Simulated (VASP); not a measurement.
Data:

```
CELL_PARAMETERS angstrom
      4.38760     0.00000     0.00000
     -2.19380     3.79977     0.00000
      0.00000     0.00000     7.21411
ATOMIC_POSITIONS crystal
  Sr 0.00000 0.00000 0.00000
  Cd 0.33333 0.66667 0.63201
  Cd 0.66667 0.33333 0.36799
  As 0.66667 0.33333 0.75325
  As 0.33333 0.66667 0.24675
```

Method: LDA (Ceperley-Alder, Perdew-Zunger), VASP's LDA PAW potentials (set 64) (plane waves; VASP). Settings: 400 eV cut-off, 7×7×4 Γ-centred mesh, tetrahedra with Blöchl corrections, potentials Sr_sv Cd As.

**Question.** Predict the energy per atom (σ→0).

**Answer.** 
| Quantity | Value |
|---|---|
| energy per atom (σ→0) | -3.784 eV/atom |

The absolute energy has meaning only against runs of the same code, potentials and settings.

The structure comes from a computed database's Cd2SrAs2 entry (P-3m1); how it stands against other phases isn't given here. It was relaxed first, which changed the volume by -7 %.
